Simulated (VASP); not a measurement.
# IF: atomisation energy, by ENCUT and potentials

IF, molecule in box, 2 atoms in the cell.

| ENCUT (eV) | Potentials | Atomisation energy (eV) | Shortest bond (Å) | Time (s) |
|---|---|---|---|---|
| 440 | F_s, I | 4.23 | 1.909 | 59 |
| 725 | F_GW, I_GW | 4.31 | 1.896 | 132 |
| 1150 | F_h, I | 4.32 | 1.896 | 291 |

## Input of the first row

INCAR.step1:
```
  PREC = Accurate
  ENCUT = 440
  EDIFF = 1E-6
  ISMEAR = 0
  SIGMA = 0.002
  LREAL = False
  LASPH = True
  ALGO = All
  NELM = 300
  LWAVE = False
  LCHARG = False
  GGA = CA
  ISYM = 0
  ISPIN = 2
  MAGMOM = 1
  ISEARCH = 1
  LMAXMIX = 4
  NBANDS = 10
```

INCAR.step3:
```
  PREC = Accurate
  ENCUT = 440
  EDIFF = 1E-6
  ISMEAR = 0
  SIGMA = 0.01
  LREAL = False
  LASPH = True
  ALGO = Normal
  NELM = 120
  LWAVE = False
  LCHARG = False
  GGA = CA
  ISYM = 0
  IBRION = 2
  NSW = 40
  EDIFFG = -0.01
```

KPOINTS:
```
Automatic mesh
0
Gamma
  1 1 1
  0 0 0
```

POSCAR.step1:
```
F
1.0
   12.0000000000      0.0000000000      0.0000000000
    0.0000000000     12.4000000000      0.0000000000
    0.0000000000      0.0000000000     12.8000000000
F
1
Direct
    0.5000000000      0.5000000000      0.5000000000
```

POSCAR.step2:
```
I
1.0
   12.0000000000      0.0000000000      0.0000000000
    0.0000000000     12.4000000000      0.0000000000
    0.0000000000      0.0000000000     12.8000000000
I
1
Direct
    0.5000000000      0.5000000000      0.5000000000
```

POSCAR.step3:
```
IF
1.0
   11.9000000000      0.0000000000      0.0000000000
    0.0000000000     11.9000000000      0.0000000000
    0.0000000000      0.0000000000     11.9000000000
F I
1 1
Direct
    0.5000000000      0.5000000000      0.4201327094
    0.5000000000      0.5000000000      0.5798672906
```

Commands (each step's output is kept before the next begins):
```
cat potpaw_LDA.64/F_s/POTCAR > POTCAR
cp INCAR.step1 INCAR
cp POSCAR.step1 POSCAR
mpirun -np 4 vasp_gam > vasp.out
cat potpaw_LDA.64/I/POTCAR > POTCAR
rm WAVECAR CHG
cp POSCAR.step2 POSCAR
mpirun -np 4 vasp_gam > vasp.out
cat potpaw_LDA.64/F_s/POTCAR potpaw_LDA.64/I/POTCAR > POTCAR
rm WAVECAR CHG
cp INCAR.step3 INCAR
cp POSCAR.step3 POSCAR
mpirun -np 4 vasp_gam > vasp.out
```

Changes of the last row against the first:
```
(all steps)
- ENCUT = 440
+ ENCUT = 1150
- cat potpaw_LDA.64/F_s/POTCAR > POTCAR
- cat potpaw_LDA.64/F_s/POTCAR potpaw_LDA.64/I/POTCAR > POTCAR
+ cat potpaw_LDA.64/F_h/POTCAR > POTCAR
+ cat potpaw_LDA.64/F_h/POTCAR potpaw_LDA.64/I/POTCAR > POTCAR
```

VASP 6.6.1 took 59 s on 4 cores (AMD EPYC 9R45 (Zen 5)), a shared host.
